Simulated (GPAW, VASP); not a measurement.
This is a calculation of Mg3ZnC for VASP 6.6.1. The cell comes from a database or a generator and needn't be the stable form of this composition.

The input INCAR:

```
PREC = Accurate
ENCUT = 520
EDIFF = 1E-6
ISMEAR = 0
SIGMA = 0.02
LREAL = False
LASPH = True
NELM = 100
ALGO = Normal
ISIF = 2
LWAVE = False
LCHARG = True
GGA = PE
LELF = True
LVHAR = True
NBANDS = 28
```

File KPOINTS:

```
regular mesh
0
Gamma
  6 6 6
```

File POSCAR:

```
Mg3ZnC
1.0
    4.4069310000      0.0000000000      0.0000000000
    0.0000000000      4.4069310000      0.0000000000
    0.0000000000      0.0000000000      4.4069310000
Zn Mg C
1 3 1
Cartesian
    0.0000000000      0.0000000000      0.0000000000
    2.2034655000      0.0000000000      2.2034655000
    2.2034655000      2.2034655000      0.0000000000
    0.0000000000      2.2034655000      2.2034655000
    2.2034655000      2.2034655000      2.2034655000
```

Potentials or basis: VASP PAW PBE potentials, release 64 (Zn, Mg_pv, C).

The run is started by

```sh
$ cat potpaw_PBE.64/Zn/POTCAR potpaw_PBE.64/Mg_pv/POTCAR potpaw_PBE.64/C/POTCAR > POTCAR
$ mpirun -np 1 vasp_std > vasp.out
```

Set up the same calculation for GPAW 26.7.0 (ASE script). Potentials or basis there: GPAW PAW data sets (gpaw-data 1.2.1), cutoff 800 eV.

As run (cutoffs and basis follow the program's own potentials, and thresholds, step limits or extra output files can differ):

File run.py:

```python
from ase.dft.bandgap import bandgap
from ase.io import read, write
from ase.units import GPa
from gpaw import GPAW, PW

atoms = read('Mg3ZnC.xyz')

calc = GPAW(mode=PW(800),
            xc='PBE',
            kpts={'size': (6, 6, 6), 'gamma': True},
            occupations={'name': 'methfessel-paxton', 'order': 0, 'width': 0.02},
            nbands=38,
            convergence={'density': 1e-05, 'energy': 1e-05},
            maxiter=150,
            txt='gpaw.txt')
atoms.calc = calc
energy = atoms.get_potential_energy()
forces = atoms.get_forces()
stress = atoms.get_stress()
calc.write('gs.gpw')
write('result.traj', atoms)
print(f'Energy: {energy:.6f} eV')
print('Forces (eV/A):')
print(forces.round(4))
print('Stress (GPa):', (stress / GPa).round(3))
print('Fermi level:', round(calc.get_fermi_level(), 4), 'eV')
print(f'Gap: {bandgap(calc)[0]:.4f} eV, direct: {bandgap(calc, direct=True)[0]:.4f} eV')
```

Contents of Mg3ZnC.xyz:

```xyz
5
Lattice="4.4069310000 0.0000000000 0.0000000000 0.0000000000 4.4069310000 0.0000000000 0.0000000000 0.0000000000 4.4069310000" Properties=species:S:1:pos:R:3 pbc="T T T"
Zn     0.0000000000      0.0000000000      0.0000000000
Mg     2.2034655000      0.0000000000      2.2034655000
Mg     2.2034655000      2.2034655000      0.0000000000
Mg     0.0000000000      2.2034655000      2.2034655000
C      2.2034655000      2.2034655000      2.2034655000
```

Potentials or basis: GPAW PAW data sets (gpaw-data 1.2.1), pw.

Run with:

```sh
$ OMP_NUM_THREADS=1 python run.py
```

Both were run:

|  | VASP | GPAW |
| --- | --- | --- |
| Pressure | -0.2 GPa | -0.3 GPa |

The potentials hold 40 and 46 valence electrons a cell.

Pressure is positive in compression.
